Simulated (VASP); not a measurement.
Here is a VASP 6.6.1 calculation.

Contents of POSCAR:

```
Si3Sn
1.0
    4.0376389110      0.0000000000      0.0000000000
    0.0000000000      4.0376389110      0.0000000000
    0.0000000000      0.0000000000      5.7486205295
Si Sn
3 1
Direct
    0.5000000000      0.0000000000      0.7746010627
    0.5000000000      0.5000000000      0.0000000000
    0.0000000000      0.5000000000      0.2253989373
    0.0000000000      0.0000000000      0.5000000000
```

INCAR.step1

```
PREC = Accurate
ENCUT = 520
EDIFF = 1E-5
ISMEAR = 0
SIGMA = 0.01
LREAL = False
LASPH = True
NELM = 100
ALGO = Normal
ISIF = 2
LWAVE = True
GGA = PE
NBANDS = 21
```

File INCAR.step2:

```
PREC = Accurate
ENCUT = 520
EDIFF = 1E-6
ISMEAR = 0
SIGMA = 0.01
LREAL = False
LASPH = True
NELM = 100
ALGO = Normal
ISIF = 2
LWAVE = False
LCHARG = True
GGA = PE
LHFCALC = True
HFSCREEN = 0.2079
PRECFOCK = Normal
LELF = True
LVHAR = True
ISTART = 1
NBANDS = 21
```

KPOINTS

```
Automatic mesh
0
Gamma
  4 4 2
```

Potentials or basis: VASP PAW PBE potentials, release 64 (Si, Sn_d).

Run with:

```bash
$ cat potpaw_PBE.64/Si/POTCAR potpaw_PBE.64/Sn_d/POTCAR > POTCAR
$ cp INCAR.step1 INCAR
$ mpirun -np 1 vasp_std > vasp.out
$ cp INCAR.step2 INCAR
$ mpirun -np 1 vasp_std > vasp.out
```

Question: Estimate the band gap on the k mesh.

Answer: 0.78 eV, indirect (least direct gap 1.05 eV).

Question: Predict the largest force.

Answer: 0.014 eV/Å.

Stress tensor (GPa, compression positive):
```
-0.04  0.00  0.00
 0.00 -0.04  0.00
 0.00  0.00 -1.19
```

Caveat: the k mesh is coarse (spacing up to 0.55 Å⁻¹), so the values aren't converged, least of all with exact exchange; the PAW data sets were made with another functional, which shifts forces and pressure a little; spin-orbit coupling is left out, which moves the levels of the heavy elements. A k mesh can miss the band edges.
